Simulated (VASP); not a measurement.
Output of a VASP run:

OUTCAR:
```
 ion  position               nearest neighbor table
   1  0.288  0.288  0.288-   8 2.18   9 2.18  10 2.18
   2  0.788  0.788  0.788-   7 2.18   6 2.18   5 2.18
   3  0.013  0.013  0.013-   7 1.97   6 1.97   5 1.97   8 2.16  10 2.16   9 2.16
   4  0.513  0.513  0.513-   8 1.97   9 1.97  10 1.97   7 2.16   5 2.16   6 2.16
   5  0.746  0.141  0.363-   3 1.97   4 2.16   2 2.18
   6  0.363  0.746  0.141-   3 1.97   4 2.16   2 2.18
   7  0.141  0.363  0.746-   3 1.97   4 2.16   2 2.18
   8  0.863  0.641  0.246-   4 1.97   3 2.16   1 2.18
   9  0.246  0.863  0.641-   4 1.97   3 2.16   1 2.18
  10  0.641  0.246  0.863-   4 1.97   3 2.16   1 2.18
  LATTYP: Found a trigonal (rhomboedric) cell.
 ALAT       =     5.7052446439
 COS(alpha) =     0.5488466412
 Subroutine PRICEL returns:
 Original cell was already a primitive cell.
 Subroutine GETGRP returns: Found  6 space group operations
The static configuration has the point symmetry C_3 .
 The point group associated with its full space group is C_3v.
The dynamic configuration has the point symmetry C_3 .
 Subroutine INISYM returns: Found  6 space group operations
 Subroutine IBZKPT returns following result:
 Found     19 irreducible k-points:

 Following reciprocal coordinates:
            Coordinates               Weight
  0.100000  0.100000  0.100000      2.000000
  0.300000  0.100000  0.100000      6.000000
  0.500000  0.100000  0.100000      6.000000
 -0.300000  0.100000  0.100000      6.000000
 -0.100000  0.100000  0.100000      6.000000
  0.300000  0.300000  0.100000      6.000000
  0.500000  0.300000  0.100000     12.000000
 -0.300000  0.300000  0.100000     12.000000
 -0.100000  0.300000  0.100000     12.000000
  0.500000  0.500000  0.100000      6.000000
 -0.300000  0.500000  0.100000     12.000000
 -0.100000  0.500000  0.100000      6.000000
 -0.300000 -0.300000  0.100000      6.000000
  0.300000  0.300000  0.300000      2.000000
  0.500000  0.300000  0.300000      6.000000
 -0.300000  0.300000  0.300000      6.000000
  0.500000  0.500000  0.300000      6.000000
 -0.300000  0.500000  0.300000      6.000000
  0.500000  0.500000  0.500000      1.000000
   k-points           NKPTS =     19   k-points in BZ     NKDIM =     19   number of bands    NBANDS=     40
   number of dos      NEDOS =    301   number of ions     NIONS =     10
   total plane-waves  NPLWV =  64000
   dimension x,y,z NGX =    40 NGY =   40 NGZ =   40
   dimension x,y,z NGXF=    80 NGYF=   80 NGZF=   80
   ions per type =               2   2   6
   PREC   = accura    normal or accurate (medium, high low for compatibility)
   ISTART =      0    job   : 0-new  1-cont  2-samecut
   ICHARG =      2    charge: 1-file 2-atom 10-const
   ISPIN  =      1    spin polarized calculation?
   LNONCOLLINEAR =      F non collinear calculations
   LSORBIT =      F    spin-orbit coupling
   INIWAV =      1    electr: 0-lowe 1-rand  2-diag
   ENCUT  =  400.0 eV  29.40 Ry    5.42 a.u.   9.30  9.30  9.30*2*pi/ulx,y,z
   NELM   =    100;   NELMIN=  2; NELMDL= -5     # of ELM steps
   EDIFF  = 0.1E-05   stopping-criterion for ELM
   LREAL  =      F    real-space projection
   NLSPLINE    = F    spline interpolate recip. space projectors
   LMAXMIX     =    4 max onsite mixed and CHGCAR
   VOSKOWN=      0    Vosko Wilk Nusair interpolation
   EDIFFG = 0.1E-04   stopping-criterion for IOM
   NSW    =      0    number of steps for IOM
   NBLOCK =      1;   KBLOCK =      1    inner block; outer block
   IBRION =     -1    ionic relax: 0-MD 1-quasi-New 2-CG
   NFREE  =      0    steps in history (QN), initial steepest desc. (CG)
   ISIF   =      2    stress and relaxation
   ISYM   =      2    0-nonsym 1-usesym 2-fastsym
   TEIN   =    0.0    initial temperature
   TEBEG  =    0.0;   TEEND  =   0.0 temperature during run
   SMASS  =  -3.00    Nose mass-parameter (am)
   PSTRESS=    0.0 pullay stress
   NELECT =      68.0000    total number of electrons
   EFERMI =   0.00;   METHOD = LEGACY
   ISMEAR =     1;   SIGMA  =   0.05  broadening in eV -4-tet -1-fermi 0-gaus
   IALGO  =     38    algorithm
...
```

**OSZICAR**
```
       N       E                     dE             d eps       ncg     rms          rms(c)
DAV:   1     0.614619946876E+03    0.61462E+03   -0.32237E+04  1520   0.146E+03
DAV:   2    -0.434893282260E+02   -0.65811E+03   -0.64575E+03  2088   0.510E+02
DAV:   3    -0.936936381398E+02   -0.50204E+02   -0.49974E+02  2208   0.129E+02
DAV:   4    -0.980668665074E+02   -0.43732E+01   -0.43683E+01  2760   0.362E+01
DAV:   5    -0.983332676153E+02   -0.26640E+00   -0.26637E+00  2376   0.568E+00    0.260E+01
DAV:   6    -0.799798728753E+02    0.18353E+02   -0.10992E+02  2024   0.560E+01    0.108E+01
DAV:   7    -0.795838161877E+02    0.39606E+00   -0.10790E+01  2408   0.177E+01    0.471E+00
DAV:   8    -0.795957584832E+02   -0.11942E-01   -0.11251E+00  2448   0.627E+00    0.219E+00
DAV:   9    -0.795936252643E+02    0.21332E-02   -0.40763E-01  2104   0.403E+00    0.116E+00
DAV:  10    -0.795850154837E+02    0.86098E-02   -0.10350E-01  2136   0.212E+00    0.225E-01
DAV:  11    -0.795849366341E+02    0.78850E-04   -0.69866E-03  2152   0.530E-01    0.100E-01
DAV:  12    -0.795852460661E+02   -0.30943E-03   -0.24910E-03  2128   0.279E-01    0.888E-02
DAV:  13    -0.795850901938E+02    0.15587E-03   -0.64697E-04  2128   0.170E-01    0.644E-03
DAV:  14    -0.795850961434E+02   -0.59496E-05   -0.44927E-05  2464   0.325E-02    0.687E-03
DAV:  15    -0.795850971632E+02   -0.10198E-05   -0.18078E-06  1264   0.873E-03    0.559E-03
DAV:  16    -0.795850969871E+02    0.17618E-06   -0.19431E-06  1296   0.903E-03
   1 F= -.79585097E+02 E0= -.79585592E+02  d E =0.148497E-02
```

### OUTCAR
```
------------------------ aborting loop because EDIFF is reached ----------------------------------------
  FORCE on cell =-STRESS in cart. coord.  units (eV):
  Direction    XX          YY          ZZ          XY          YZ          ZX
  --------------------------------------------------------------------------------------
  Total      -16.1370769    -16.1370782    -14.8247561      0.0000000      0.0000021      0.0000000
  in kB     -213.0675979   -213.0676155   -195.7402317      0.0000000      0.0000274      0.0000000
  external PRESSURE =    -207.2918150 kB  Pullay stress =       0.0000000 kB
  volume of cell :      121.34
      direct lattice vectors                 reciprocal lattice vectors
     2.709701000  1.564446000  4.770728000     0.184522204  0.106533940  0.069870553
    -2.709701000  1.564446000  4.770728000    -0.184522204  0.106533940  0.069870553
     0.000000000 -3.128894000  4.770728000     0.000000000 -0.213067879  0.069870509
 POSITION                                       TOTAL-FORCE (eV/Angst)
 -----------------------------------------------------------------------------------
      0.00000     -0.00000      4.11475         0.000000     -0.000000      0.050948
      0.00000     -0.00000     11.27084         0.000000     -0.000000      0.050948
      0.00000     -0.00000      0.18320         0.000000     -0.000000      1.069946
      0.00000     -0.00000      7.33929         0.000000     -0.000000      1.069946
      1.64072      0.25360      5.96336         0.193110      0.596571     -0.373631
     -1.03998      1.29411      5.96336        -0.613201     -0.131048     -0.373631
     -0.60074     -1.54771      5.96336         0.420091     -0.465524     -0.373631
      0.60074      1.58119      8.34873        -0.420091     -0.465524     -0.373631
     -1.66972     -0.27034      8.34873         0.613201     -0.131048     -0.373631
      1.06898     -1.31085      8.34873        -0.193110      0.596571     -0.373631
 -----------------------------------------------------------------------------------
    total drift:                                0.000000      0.000007      0.000260
  FREE ENERGIE OF THE ION-ELECTRON SYSTEM (eV)
  ---------------------------------------------------
  free  energy   TOTEN  =       -79.5850969871 eV

  energy  without entropy=      -79.5865819530  energy(sigma->0) =      -79.58559198
```
(Selected blocks of OUTCAR.)

### POSCAR
```
LiNbO3
1
    2.7097010000     1.5644460000     4.7707280000
   -2.7097010000     1.5644460000     4.7707280000
    0.0000000000    -3.1288940000     4.7707280000
Li Nb O
2 2 6
Direct
  0.2875000000   0.2875000000   0.2875000000
  0.7875000000   0.7875000000   0.7875000000
  0.0128000000   0.0128000000   0.0128000000
  0.5128000000   0.5128000000   0.5128000000
  0.7464300000   0.1409300000   0.3626300000
  0.3626300000   0.7464300000   0.1409300000
  0.1409300000   0.3626300000   0.7464300000
  0.8626300000   0.6409300000   0.2464300000
  0.2464300000   0.8626300000   0.6409300000
  0.6409300000   0.2464300000   0.8626300000
```

Problem. Write an INCAR and KPOINTS that could have produced this output.

Solution. This is not unique; one that fits is the input of the run itself, PBE GGA, plane waves, VASP's PBE PAW potentials (set 64).

**INCAR**
```
ALGO = Normal
EDIFF = 1E-6
ENCUT = 400
GGA = PE
ISIF = 2
ISMEAR = 1
LASPH = T
LCHARG = F
LMAXMIX = 4
LREAL = F
LWAVE = F
NELM = 100
PREC = Accurate
SIGMA = 0.05
SYSTEM = LiNbO3
```

KPOINTS:
```
Automatic mesh
0
Gamma
5 5 5
0.5 0.5 0.5
```

POTCAR, in this order: Li_sv Nb_sv O (PBE.64 set). Program: vasp_std.

At this cut-off the stress carries a Pulay error, which pulls relaxed volumes low.

The structure was generated: LiNbO3 was put into an ordered model structure, which need not be its known phase. The cell was not relaxed at this level, and its volume differs by +9.3 % from the start's.
